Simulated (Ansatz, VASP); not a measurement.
# Cross-check of Ta2Se between VASP and Ansatz

Aim: how closely do two programs agree when they are given the same cell, functional and k mesh? The cell is taken from a series of runs on this material, whose earlier steps may have relaxed, scaled, displaced or heated it; both programs get it as it stands.

Main program and level: Ansatz 0.2.0; plane waves, with VASP 6.6.1 beside it; relaxation of cell and atoms at PBEsol, spin-orbit coupling.

### Step 1. Set-up

It takes space group P4/nmm (No. 129, tetragonal). Conventional cell: a = 3.356 Å, b = 3.356 Å, c = 9.865 Å, α = 90.00°, β = 90.00°, γ = 90.00°. Nearest to Ta lie 4 Se at 2.66 Å and 4 Ta at 2.88 Å. Nearest to Ta lie 8 Ta at 2.81 to 2.88 Å and 1 Se at 2.83 Å. Nearest to Se lie 5 Ta at 2.66 to 2.83 Å. Farther neighbours and most contacts between anions are not listed.

### Step 2. VASP: relaxation of cell and atoms, PBEsol, spin-orbit coupling

The relaxed volume is the usual yardstick between codes: in a stiff, nearly cubic crystal its relative difference is about their pressure difference at one cell divided by the bulk modulus.

Lines of VASP's logs that name or quote its potential files are left out, and so is its time.

File INCAR:

```
SYSTEM = Ta2Se
PREC = Accurate
ENCUT = 500
EDIFF = 1E-07
NELM = 200
ISMEAR = -1
SIGMA = 0.15
LREAL = .FALSE.
ALGO = Normal
GGA = PS
LNONCOLLINEAR = .TRUE.
MAGMOM = 0 0 0 0 0 0 0 0 0 0 0 0 0 0 0 0 0 0
NBANDS = 68
GGA_COMPAT = .FALSE.
LASPH = .TRUE.
LSORBIT = .TRUE.
LMAXMIX = 4
LORBIT = 11
LWAVE = .FALSE.
LCHARG = .FALSE.
ISIF = 3
IBRION = 2
NSW = 80
EDIFFG = -0.005
NELMIN = 4
KPAR = 2
```

File POSCAR:

```
Ta2Se
1.0
    3.3555590000      0.0000000000      0.0000000000
    0.0000000000      3.3555590000      0.0000000000
    0.0000000000      0.0000000000      9.8647670000
Ta Se
4 2
Direct
    0.4999998510      0.0000000000      0.7587381435
    0.0000000000      0.4999998510      0.2412618565
    0.4999998510      0.0000000000      0.0763054008
    0.0000000000      0.4999998510      0.9236945992
    0.4999998510      0.0000000000      0.3634700140
    0.0000000000      0.4999998510      0.6365299860
```

File KPOINTS:

```
Automatic mesh
0
Gamma
14 14 6
0 0 0
```

The projector-augmented-wave data sets are Ta_pv and Se (PBE family, release 64).

The run is started by

```
> mpirun -np 2 vasp_ncl
```

Numbers of over 12 decimals in the logs are rounded to 6 here.

The program printed:

```text
[banner, memory and clock lines left out]
running    2 mpi-ranks, on    1 nodes
 distrk:  each k-point on    1 cores,    2 groups
 distr:  one band on    1 cores,    1 groups

 POSCAR found type information on POSCAR TaSe
 POSCAR found :  2 types and       6 ions
|                                                                             |
|               ----> ADVICE to this user running VASP <----                  |
|                                                                             |
|     You enforced a specific xc type in the INCAR file but a different       |
|     [... a line on the potential file left out ...]
|     I HOPE YOU KNOW WHAT YOU ARE DOING!                                     |
|                                                                             |

 LDA part: xc-table for (Slater+PW92), standard interpolation
 POSCAR, INCAR and KPOINTS ok, starting setup
 FFT: planning ... GRIDC
 FFT: planning ... GRID_SOFT
 FFT: planning ... GRID
 WAVECAR not read
 entering main loop
       N       E                     dE             d eps       ncg     rms          rms(c)
DAV:   1     0.545310900649E+03    0.54531E+03   -0.29319E+04 19616   0.160E+03
DAV:   2    -0.303716953098E+02   -0.57568E+03   -0.55731E+03 21640   0.468E+02
DAV:   3    -0.667918659275E+02   -0.36420E+02   -0.35225E+02 25020   0.102E+02
DAV:   4    -0.679508366585E+02   -0.11590E+01   -0.11339E+01 23616   0.162E+01
DAV:   5    -0.679935704952E+02   -0.42734E-01   -0.42436E-01 26036   0.258E+00    0.304E+01
DAV:   6    -0.649593281739E+02    0.30342E+01   -0.20142E+01 25436   0.272E+01    0.150E+01
DAV:   7    -0.645633012315E+02    0.39603E+00   -0.11217E+01 25176   0.158E+01    0.820E+00
DAV:   8    -0.638286307032E+02    0.73467E+00   -0.36607E+00 24188   0.120E+01    0.986E-01
DAV:   9    -0.638547709891E+02   -0.26140E-01   -0.33024E-01 23904   0.296E+00    0.755E-01
DAV:  10    -0.638519185250E+02    0.28525E-02   -0.18584E-02 24628   0.795E-01    0.289E-01
DAV:  11    -0.638513708422E+02    0.54768E-03   -0.22675E-03 23148   0.251E-01    0.984E-02
DAV:  12    -0.638513767704E+02   -0.59282E-05   -0.11708E-04 25856   0.529E-02    0.338E-02
DAV:  13    -0.638513815681E+02   -0.47977E-05   -0.88107E-06 23144   0.171E-02    0.114E-02
DAV:  14    -0.638513817488E+02   -0.18072E-06   -0.31598E-06 23560   0.113E-02    0.489E-03
DAV:  15    -0.638513813445E+02    0.40428E-06   -0.46000E-07 20584   0.395E-03    0.126E-03
DAV:  16    -0.638513813321E+02    0.12447E-07   -0.61060E-08 14532   0.165E-03
   1 F= -.63851381E+02 E0= -.63733308E+02  d E =-.638514E+02  mag=     0.0000    -0.0000    -0.0000
[... from here on, the cycles between the ionic steps are left out ...]
   2 F= -.63850134E+02 E0= -.63730295E+02  d E =0.124715E-02  mag=    -0.0000     0.0000    -0.0000
  11 F= -.63852933E+02 E0= -.63733602E+02  d E =-.135900E-03  mag=     0.0000    -0.0000     0.0000
  12 F= -.63852959E+02 E0= -.63733616E+02  d E =-.258203E-04  mag=     0.0000    -0.0000    -0.0000
  13 F= -.63853027E+02 E0= -.63733654E+02  d E =-.937883E-04  mag=    -0.0000     0.0000     0.0000
  14 F= -.63853120E+02 E0= -.63733683E+02  d E =-.187335E-03  mag=     0.0000    -0.0000     0.0000
  15 F= -.63853141E+02 E0= -.63733585E+02  d E =-.208400E-03  mag=     0.0000    -0.0000     0.0000
  16 F= -.63853159E+02 E0= -.63733654E+02  d E =-.226067E-03  mag=    -0.0000    -0.0000     0.0000
  17 F= -.63853198E+02 E0= -.63733621E+02  d E =-.394105E-04  mag=    -0.0000     0.0000    -0.0000
  18 F= -.63853198E+02 E0= -.63733543E+02  d E =-.394642E-04  mag=    -0.0000    -0.0000     0.0000
  19 F= -.63853204E+02 E0= -.63733584E+02  d E =-.448629E-04  mag=     0.0000    -0.0000    -0.0000
 curvature:  -0.32 expect dE=-0.167E-04 dE for cont linesearch -0.689E-08
 trial: gam= 0.31098 g(F)=  0.249E-04 g(S)=  0.268E-04 ort =-0.210E-05 (trialstep = 0.386E+00)
 search vector abs. value=  0.704E-04
 bond charge predicted
       N       E                     dE             d eps       ncg     rms          rms(c)
DAV:   1    -0.638532132119E+02   -0.95001E-05   -0.14654E-03 19584   0.242E-01    0.223E-02
DAV:   2    -0.638532184135E+02   -0.52016E-05   -0.98798E-05 21348   0.616E-02    0.914E-03
DAV:   3    -0.638532180075E+02    0.40605E-06   -0.40815E-06 24224   0.125E-02    0.377E-03
DAV:   4    -0.638532180719E+02   -0.64369E-07   -0.11221E-06 23812   0.596E-03    0.196E-03
DAV:   5    -0.638532181444E+02   -0.72576E-07   -0.27933E-07 19096   0.334E-03
  20 F= -.63853218E+02 E0= -.63733586E+02  d E =-.143945E-04  mag=    -0.0000     0.0000     0.0000
 trial-energy change:   -0.000014  1 .order   -0.000013   -0.000020   -0.000007
 step:   0.5152(harm=  0.5996)  dis= 0.00046  next Energy=   -63.853219 (dE=-0.156E-04)
 reached required accuracy - stopping structural energy minimisation
```

From OUTCAR (step 2):

```text
ion  position               nearest neighbor table
   1  0.500  0.000  0.759-   6 2.66   6 2.66   6 2.66   6 2.66   4 2.88   4 2.88   4 2.88   4 2.88
                             3 3.13
   2  0.000  0.500  0.241-   5 2.66   5 2.66   5 2.66   5 2.66   3 2.88   3 2.88   3 2.88   3 2.88
                             4 3.13
   3  0.500  0.000  0.076-   4 2.81   4 2.81   4 2.81   4 2.81   5 2.83   2 2.88   2 2.88   2 2.88
                             2 2.88   1 3.13
   4  0.000  0.500  0.924-   3 2.81   3 2.81   3 2.81   3 2.81   6 2.83   1 2.88   1 2.88   1 2.88
                             1 2.88   2 3.13
   5  0.500  0.000  0.363-   2 2.66   2 2.66   2 2.66   2 2.66   3 2.83
   6  0.000  0.500  0.637-   1 2.66   1 2.66   1 2.66   1 2.66   4 2.83

  LATTYP: Found a simple tetragonal cell.
 ALAT       =     3.3555590000
 C/A-ratio  =     2.9398282075

 Subroutine GETGRP returns: Found 16 space group operations
 (whereof  8 operations were pure point group operations)

The static configuration has the point symmetry D_2d.
 The point group associated with its full space group is D_4h.

 Found    144 irreducible k-points:

   k-points           NKPTS =    144   k-points in BZ     NKDIM =    144   number of bands    NBANDS=     68

   dimension x,y,z NGX =    24 NGY =   24 NGZ =   72
   dimension x,y,z NGXF=    48 NGYF=   48 NGZF=  144

   ENCUT  =  500.0 eV  36.75 Ry    6.06 a.u.   6.12  6.12 17.99*2*pi/ulx,y,z

   NELECT =      56.0000    total number of electrons

 k-points in reciprocal lattice and weights: Automatic mesh
   0.00000000  0.00000000  0.00000000       0.001
   0.07142857  0.00000000  0.00000000       0.003
   0.14285714  0.00000000  0.00000000       0.003
   0.21428571  0.00000000  0.00000000       0.003
   0.28571429  0.00000000  0.00000000       0.003
   0.35714286  0.00000000  0.00000000       0.003
   0.42857143  0.00000000  0.00000000       0.003
   0.50000000  0.00000000  0.00000000       0.002
   0.07142857  0.07142857  0.00000000       0.003
[...]
0.50000000  0.42857143  0.50000000       0.003
   0.50000000  0.50000000  0.50000000       0.001

 average (electrostatic) potential at core
       1 -36.6730       2 -36.6730       3 -35.7582       4 -35.7582       5 -53.1554
       6 -53.1554

 E-fermi :   6.1610

 k-point     1 :       0.0000    0.0000    0.0000
  band No.  band energies     occupation
    ...
     48       3.8591      1.00000
     49       4.9778      0.99962
     50       4.9778      0.99962
     51       6.0306      0.70455
     52       6.0306      0.70455
     53       6.2592      0.34195
     54       6.2592      0.34195
     55       6.4290      0.14349
     56       6.4290      0.14349
     57       6.6326      0.04131
    ...

 k-point     2 :       0.0714    0.0000    0.0000
  band No.  band energies     occupation
    ...
     50       5.1120      0.99908
     51       6.0312      0.70374
     52       6.0312      0.70374
     53       6.1457      0.52543
     54       6.1457      0.52543
     55       6.1893      0.45298
     56       6.1893      0.45298
     57       6.5816      0.05709
     58       6.5816      0.05709
     59       6.6143      0.04645
    ...

 k-point     3 :       0.1429    0.0000    0.0000
  band No.  band energies     occupation
    ...
     52       5.6637      0.96495
     53       5.8160      0.90884
     54       5.8160      0.90884
     55       6.1550      0.51000
     56       6.1550      0.51000
     57       6.4828      0.10473
     58       6.4828      0.10473
     59       6.6967      0.02735
     60       6.6967      0.02735
     61       6.9295      0.00592
    ...

  Total       -0.0163979     -0.0163979     -0.0029652      0.0000000      0.0000000     -0.0000000
  in kB       -0.2346724     -0.2346724     -0.0424346      0.0000000      0.0000000     -0.0000000
  external PRESSURE =      -0.1705932 kB  Pullay stress =       0.0000000 kB

  energy-cutoff  :      500.00
  volume of cell :      111.95
      direct lattice vectors                 reciprocal lattice vectors
     3.354984983  0.000000000  0.000000000     0.298063927  0.000000000  0.000000000
     0.000000000  3.354984983  0.000000000     0.000000000  0.298063927  0.000000000
    -0.000000000  0.000000000  9.946185002    -0.000000000  0.000000000  0.100541062

 POSITION                                       TOTAL-FORCE (eV/Angst)
 -----------------------------------------------------------------------------------
      1.67749      0.00000      7.56094         0.000000      0.000000     -0.002585
     -0.00000      1.67749      2.38524         0.000000      0.000000      0.002585
      1.67749      0.00000      0.75666        -0.000000      0.000000      0.002551
     -0.00000      1.67749      9.18952         0.000000      0.000000     -0.002551
      1.67749      0.00000      3.60017         0.000000      0.000000     -0.004503
     -0.00000      1.67749      6.34602         0.000000      0.000000      0.004503
 -----------------------------------------------------------------------------------
    total drift:                                0.000089      0.000318     -0.000000

  FREE ENERGIE OF THE ION-ELECTRON SYSTEM (eV)
  ---------------------------------------------------
  free  energy   TOTEN  =       -63.8532181444 eV

  energy  without entropy=      -63.6139530755  energy(sigma->0) =      -63.73358561

 reached required accuracy - stopping structural energy minimisation

 Spin-Orbit-Coupling matrix elements
 Ion:    1  E_soc:     -1.4274754
 Ion:    2  E_soc:     -1.4274754
 Ion:    3  E_soc:     -1.4353714
 Ion:    4  E_soc:     -1.4353714
 Ion:    5  E_soc:     -0.0442475
 Ion:    6  E_soc:     -0.0442475

 total charge
# of ion       s       p       d       tot
------------------------------------------
    1        0.320   6.162   2.414   8.896
    2        0.320   6.162   2.414   8.896
    3        0.358   6.184   2.435   8.976
    4        0.358   6.184   2.435   8.976
    5        1.467   2.355   0.075   3.897
    6        1.467   2.355   0.075   3.897
--------------------------------------------------
tot          4.291  29.401   9.847  43.539

 magnetization (x)
# of ion       s       p       d       tot
------------------------------------------
    1        0.000   0.000   0.000   0.000
    2        0.000   0.000   0.000   0.000
    3        0.000  -0.000   0.000  -0.000
    4        0.000   0.000   0.000   0.000
    5        0.000  -0.000   0.000   0.000
    6        0.000   0.000   0.000   0.000
--------------------------------------------------
tot          0.000  -0.000   0.000   0.000

 magnetization (y)
# of ion       s       p       d       tot
------------------------------------------
    1        0.000   0.000   0.000   0.000
    2        0.000  -0.000  -0.000  -0.000
    3       -0.000   0.000   0.000  -0.000
    4        0.000   0.000   0.000   0.000
    5        0.000   0.000   0.000   0.000
    6        0.000   0.000   0.000   0.000
--------------------------------------------------
tot          0.000   0.000   0.000   0.000

 magnetization (z)
# of ion       s       p       d       tot
------------------------------------------
    1        0.000   0.000   0.000   0.000
    2        0.000   0.000   0.000   0.000
    3        0.000   0.000   0.000   0.000
    4        0.000   0.000   0.000   0.000
    5        0.000   0.000   0.000   0.000
    6        0.000   0.000   0.000   0.000
--------------------------------------------------
tot          0.000   0.000   0.000   0.000

[... 3 further parts left out ...]
```

CONTCAR:

```
Ta2Se
   1.00000000000000
     3.3549849826458669    0.0000000000000000    0.0000000000000000
     0.0000000000000000    3.3549849826458669    0.0000000000000000
    -0.0000000000000000    0.0000000000000000    9.9461850024723262
  Ta              Se
     4     2
Direct
     0.4999998509999983    0.0000000000000000    0.7601849527670208
     0.0000000000000000    0.4999998509999983    0.2398150472329792
     0.4999998509999983    0.0000000000000000    0.0760758428340107
     0.0000000000000000    0.4999998509999983    0.9239241571659892
     0.4999998509999983    0.0000000000000000    0.3619644258975558
     0.0000000000000000    0.4999998509999983    0.6380355741024443
```

### Step 3. Ansatz: relaxation of cell and atoms, PBEsol, spin-orbit coupling

Ansatz runs on its PAW fully relativistic soft_1 files.

The same cell, functional, mesh and smearing now go to Ansatz, which takes its cutoff from its data sets.

File input.yaml:

```yaml
crystal:
  lattice:
    - [3.3555588679, 0.0, 0.0]
    - [0.0, 3.3555588679, 0.0]
    - [0.0, 0.0, 9.8647667458]
  atoms:
    - { symbol: Ta, position: [0.5, 0.0, 0.7587381868] }
    - { symbol: Ta, position: [0.0, 0.5, 0.2412618132] }
    - { symbol: Ta, position: [0.5, 0.0, 0.0763053772] }
    - { symbol: Ta, position: [0.0, 0.5, 0.9236946228] }
    - { symbol: Se, position: [0.5, 0.0, 0.3634699991] }
    - { symbol: Se, position: [0.0, 0.5, 0.6365300009] }
kpoints:
  mp_grid: { grid: [14, 14, 6] }
hamiltonian:
  xc: pbesol
  pseudopotentials: { kind: paw_fr, azcp: { folder: soft_1 }, xc_functional: pbe }
scf:
  occupations: { method: fermi_dirac, width: 0.15 }
output:
  forces: true
  stress: true
  eigenvalues: true
magnetization:
  noncollinear: true
  spin_orbit: true
relax:
  adjacent_minimum: "off"
  f_tol: 0.001
  max_steps: 60
  cell: { stress_tol: 0.01 }
```

The run is started by

```
> ansatz run input.yaml --threads 4 --pin off --max-ram 8192MiB --backend cpu --events-out ev --progress --plain --runs-dir out
```

The program printed:

```text
band count auto-derived: 104 (N_el = 84.0; filled up to band 84; 102 by the electrons, moments and atoms)
Engine: ansatz 0.2.0, aarch64-unknown-linux-gnu
Pseudopotentials: kind: paw_fr
Pseudopotential: Ta, paw, valence charge 13, recommended cutoff 420 eV (normal), soft_1/Ta.paw.azcp
Pseudopotential: Se, paw, valence charge 16, recommended cutoff 420 eV (normal), soft_1/Se.paw.azcp
Functional definition: PBEsol
  exchange = pbesol_x
  correlation = pbesol_c
non-collinear run that drives no moment, with spin-orbit: no starting moment large enough to seed its density (crystal.atoms[].spin), no starting occupations that ask for one, no magnetisation constraint and no magnetic field, so the semilocal B_xc is pinned to zero
Crystal: 6 atoms, lattice volume = 111.075 Å³
Basis set: ecut = 420 eV, 2169 PW (Γ), exchange–correlation on 48×48×144 points (8 copies of the dense FFT grid, shifted against one another)
Bands: 104, of which v1, the nominal top of the filled ones, is band 84 counted from 1 (83 counted from 0)
Symmetry: 16 space group operations + 16 with time reversal
Magnetic group: BNS 129.412 (UNI 1072), of the structure as read, at distance tolerance 4.8e-5 Å
k-points: 144 of 1176
Projection manifold: j_resolved (fully-relativistic pseudo-atomic orbitals)
Non-local potential: Ta, projectors of the file, resolved by j, l = 0: 3, l = 1: 4, l = 2: 4, l = 3: 2
Non-local potential: Se, projectors of the file, resolved by j, l = 0: 2, l = 1: 4, l = 2: 6, l = 3: 2
PAW form: soft (Blöchl's): semilocal exchange-correlation on the pseudo side does not see the compensation charge
PAW frozen core: Ta, regenerated for the run's functional, and the local potential with it (the file was generated under x = pbe(κ = 0.804, μ = 0.219515), c = pbe(β = 0.066725))
PAW frozen core: Se, regenerated for the run's functional, and the local potential with it (the file was generated under x = pbe(κ = 0.804, μ = 0.219515), c = pbe(β = 0.066725))
PAW one-centre angular grid: Ta, 590 points (default); XC on 64 Gauss nodes
PAW one-centre angular grid: Se, 590 points (default); XC on 64 Gauss nodes
Initial density: superposition of atomic densities (chi_scale 0.1, normalization cell, long waves of neutral atoms (reshape's long-wave potential 2.65 eV rms, cloud 2.90 Å wide))
Initial wavefunctions: pseudopotential atomic-orbital guess
Functional: x = pbesol(κ = 0.804, μ = 0.123457), c = pbesol(β = 0.046)
SCF iter   1: F=—  HF=-50198.380698 eV  |F-HF|=—  |Δ(HF+E_count)|=         —  Δρ=1.58e-1  dr2=3.88e2  dr2_m=0.00e0 (ungated)  ethr=3.10e-3  |M|=0.00e0 ∫|m|=0.00e0 μB  |m|>n=0.0e0 m-floor=0.0e0 τ_xc=0.0e0  β_m=0.30  ⟨swp⟩=6.7  Hψ=37144  notcnv=0
preconditioner: auto → Kerker (q_TF=auto, 2.604 Å⁻¹)  [metal: Δε(μ)=0.007 eV  Ē_g=6.567 eV  σ=0.150 eV  W_gap=0.01  n_scr=28 (ndim 8)  ℏωp=19.9 eV  f_vac=0.000  D(μ)=3.84/eV (n_scr^D=26)]
[...]
P = ⅓ Tr σ = 0.0063 GPa (0.063 kbar)
--- Band table (eV; the first three rows and the last of 144) ---
  k-point 0: bands = [... 80 lower, 16.5620, 16.5620, 16.7066, 16.7066, 16.9439, 16.9439, 17.1237, 17.1237, ... 16 higher]
  k-point 1: bands = [... 80 lower, 16.5618, 16.5618, 16.7013, 16.7013, 16.9436, 16.9436, 17.1191, 17.1191, ... 16 higher]
  k-point 2: bands = [... 80 lower, 16.5614, 16.5614, 16.6882, 16.6882, 16.9431, 16.9431, 17.1099, 17.1099, ... 16 higher]
  k-point 143: bands = [... 80 lower, 16.1939, 16.1939, 16.1939, 16.1939, 17.3219, 17.3219, 17.3219, 17.3219, ... 16 higher]
--- Relaxed structure (6 steps of the walk, 5 accepted, 1 SCFs on fresh bases) ---
  F+E_penalty+E_count = -50169.95614685 eV   max|allowed force component| = 9.107e-5 eV/Å   (the final SCF, on the basis selected at the relaxed cell)
  cell:  # Å, volume = 111.7239 Å³
    - [3.351851, 0, 0]
    - [0, 3.351851, 0]
    - [0, 0, 9.944350]
  atoms:
    - { symbol: Ta, position: [0.5, 0, 0.760026] }
    - { symbol: Ta, position: [0, 0.5, 0.239974] }
    - { symbol: Ta, position: [0.5, 0, 0.076218] }
    - { symbol: Ta, position: [0, 0.5, 0.923782] }
    - { symbol: Se, position: [0.5, 0, 0.361692] }
    - { symbol: Se, position: [0, 0.5, 0.638308] }
```

### Step 4. Side by side

Known differences besides the potentials themselves: spin-orbit coupling enters by fully relativistic files in Ansatz and inside the spheres in VASP; the data sets hold 84 valence electrons in Ansatz (on its PAW fully relativistic soft_1 files) and 56 in VASP; the cutoff is 420 eV in Ansatz and 500 eV in VASP; Ansatz makes its cores anew for this functional, VASP keeps those of its PBE data sets. Total energies have different zeros and are not compared.

Both answers:

```
                                         quantity  Ansatz    VASP  difference
                                      volume (Å³)  111.72  111.95     -0.21 %
edge a after relaxation, in the typed setting (Å)   3.352   3.355     -0.09 %
edge c after relaxation, in the typed setting (Å)   9.944   9.946     -0.02 %
```

### Step 5. Results

| Property | Result |
| --- | --- |
| difference in volume (relaxation of cell and atoms, PBEsol, spin-orbit coupling) | -0.21 % |

**Reading.** The difference in volume is -0.21 % (relaxation of cell and atoms, PBEsol, spin-orbit coupling), within the 1.2 % picked in this series as the mark of a large difference, as far as the stopping tolerances let one tell. The data sets hold unlike numbers of valence electrons (84 in Ansatz and 56 in VASP), so part of the differences comes from the potentials. Such differences can come from data sets, numerical settings and the points named under the comparisons, not from the functional's error against experiment.

[Lines on the potential files, build, host, timing and source positions are cut from VASP's logs without a mark.]

[Logs are printed without paths, hosts, clocks, repeated set-up lines and the standing remarks that a program may print on its own settings, such as how far it seeks lower states.]

[Hosts, paths, dates, database ids (printed as entryN), source tags and the programs' standing remarks are cut or masked in the printed files.]
